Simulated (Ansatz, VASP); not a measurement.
Two plane-wave programs on SiSbTe3

```
Si Sb Te
1.0
     5.70229    0.00000    0.00000
     0.00000    5.70229    0.00000
     0.00000    0.00000    5.70229
Si Sb Te
1 1 3
Direct
  0.50000 0.50000 0.50000
  0.00000 0.00000 0.00000
  0.50000 0.00000 0.00000
  0.00000 0.50000 0.00000
  0.00000 0.00000 0.50000
```

Change from the starting cell: species swapped into the Ce3SnN type (Pm-3m, No. 221).

Alike in both runs: functional PBE; k mesh 8 × 8 × 8; occupations gaussian, width 0.1 eV; no spin polarisation.

Ansatz relaxed the structure, and its values are those at the end. VASP's run is a single point on that final structure, the one shown.

|  | VASP | Ansatz |
| --- | --- | --- |
| version | VASP 6.6.1 | Ansatz 0.2.0 |
| potentials or method | VASP PAW PBE potentials, release 64 (Si, Sb, Te) | scalar-relativistic, plane waves, PAW |
| plane-wave cutoff (eV) | 520 | 420 |
| valence electrons in the cell | 27 | 67 |

|  | VASP | Ansatz | Ansatz less VASP |
| --- | --- | --- | --- |
| gap on the k mesh at the Fermi level (eV) | none | none | - |
| pressure (GPa) | 0.0 | 0.0 | 0.00 |

A gap of «none» marks a metal or a gap that the smearing closes. The two sets of potentials don't hold the same shells in valence.

Spin-orbit coupling is left out, which matters for the levels of Sb, Te.
